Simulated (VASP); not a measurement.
# SiF: single point with PBE

Crystal: SiF.

```xyz
2
Lattice="3.0286 0.0000 0.0000 0.0000 3.0286 0.0000 0.0000 0.0000 3.0286" Properties=species:S:1:pos:R:3 pbc="T T T"
Si    1.5143    1.5143    1.5143
F     0.0000    0.0000    0.0000
```

The cell was built by a generator and needn't be a form met in nature.

* Program: VASP 6.6.1
* Task: single point
* Functional: PBE
* Potentials or basis: VASP PAW PBE potentials, release 64 (Si, F)
* Cutoff: 520 eV
* k mesh: 9 × 9 × 9
* Occupations: fermi-dirac, width 0.05 eV
* Spin: no spin polarisation
* Further INCAR settings: ALGO = Normal; EDIFF = 1e-07; NBANDS = 12

- Pressure: 0.0 GPa
- Band gap on the k mesh: none (metal or under the smearing width)

Levels at points of the mesh, in eV from the Fermi level:
| k point | band 1 | band 2 | band 3 | band 4 | band 5 | band 6 | band 7 | band 8 | band 9 | band 10 |
| --- | --- | --- | --- | --- | --- | --- | --- | --- | --- | --- |
| (0.00, 0.00, 0.00) | -24.12 | -8.97 | -5.22 | -5.22 | -5.22 | 5.15 | 5.15 | 5.15 | 5.83 | 5.83 |

It took 5.3 s on 1 thread of Intel(R) Xeon(R) Platinum 8488C (Sapphire Rapids), on a shared host, peak memory 0.13 GiB.

Caveat: an odd number of electrons without spin polarisation forces a metal; a magnetic or distorted state may lie lower.
